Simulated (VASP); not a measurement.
Given:

```
OsSi
1.0
    4.76599     0.00000     0.00000
    0.00000     4.76599     0.00000
    0.00000     0.00000     4.76599
Si Os
4 4
Direct
  0.16476   0.33524   0.66476
  0.33524   0.66476   0.16476
  0.66476   0.16476   0.33524
  0.83524   0.83524   0.83524
  0.87717   0.62283   0.37717
  0.62283   0.37717   0.87717
  0.37717   0.87717   0.62283
  0.12283   0.12283   0.12283
```

Calculation: LDA (Ceperley-Alder, Perdew-Zunger), VASP's LDA PAW potentials (set 64) (plane waves; VASP). Numerical set-up: 300 eV cut-off, 6×6×6 Γ-centred mesh, Gaussian smearing of 0.010 eV, potentials Si Os.

At this cut-off the stress carries a Pulay error, which pulls relaxed volumes low.

Task: Give the stress tensor in GPa (positive for a compressed cell).

Result: 
```
-6.99   0.00   0.00
 0.00  -6.99   0.00
 0.00   0.00  -6.99
```
The pressure is its mean diagonal, -6.99 GPa.

The structure comes from a computed database's SiOs entry; how it stands against other phases isn't given here. The cell was not relaxed at this level.
